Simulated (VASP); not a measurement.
Given:

```yaml
crystal:
  lattice:
    - [0.00000, 3.03048, 3.03048]
    - [3.03048, 0.00000, 3.03048]
    - [3.03048, 3.03048, 0.00000]
  atoms:
    - { symbol: Er, position: [0.00000, 0.00000, 0.00000] }
    - { symbol: Sb, position: [0.50000, 0.50000, 0.50000] }
```

All values below come from PBEsol GGA, VASP's PBE PAW potentials (set 64) (plane waves; VASP). Run with 400 eV cut-off, Gaussian smearing of 0.050 eV, potentials Er_3 Sb.

The 4f electrons are frozen in the core of the lanthanide potential, so 4f levels, which can set the real gap, and their magnetism are missing.

Q: Give the energies of bands 5 to 10 at the high-symmetry points, in eV from the Fermi level.

A: 
| band | Γ | X | U | L | W |
|---|---|---|---|---|---|
| 5 | 0.87 | -3.08 | -3.00 | -4.72 | -2.59 |
| 6 | 0.87 | -0.74 | -2.86 | -1.91 | -2.59 |
| 7 | 0.87 | -0.74 | -1.40 | -1.91 | -2.56 |
| 8 | 1.11 | -0.62 | 0.93 | 3.23 | 2.52 |
| 9 | 1.11 | 2.35 | 3.50 | 3.23 | 2.52 |
| 10 | 1.12 | 2.87 | 3.61 | 3.29 | 2.68 |

It has no gap at this level: it comes out as a metal or semimetal.

The structure comes from a measured ErSb entry (Fm-3m) of the Crystallography Open Database, whose conditions weren't checked. It was relaxed first.
